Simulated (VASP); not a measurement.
Input:

```xyz
2
Lattice="0.0000 2.8373 2.8373 2.8373 0.0000 2.8373 2.8373 2.8373 0.0000" Properties=species:S:1:pos:R:3 pbc="T T T"
Al     0.0000     0.0000     0.0000
As     1.4187     1.4187     1.4187
```

Method: PBE GGA, VASP's PBE PAW potentials (set 64) (plane waves; VASP). Settings: 520 eV cut-off, 8×8×8 Γ-centred mesh, Gaussian smearing of 0.050 eV, potentials Al As.

**Question.** Predict the energy per atom (σ→0), pressure, band gap (on the k-mesh) with the smallest direct gap where there is one.

**Answer.** 
The band gap (on the k-mesh) is 1.45 eV and the smallest direct gap (on the k-mesh) comes out as 2.00 eV. The energy per atom (σ→0) is -4.689 eV/atom. The pressure is 2.20 GPa.

The absolute energy has meaning only against runs of the same code, potentials and settings.

The compound is AlAs in the zinc blende structure. This cell is one point of a volume scan, at 0.97 of the reference volume.
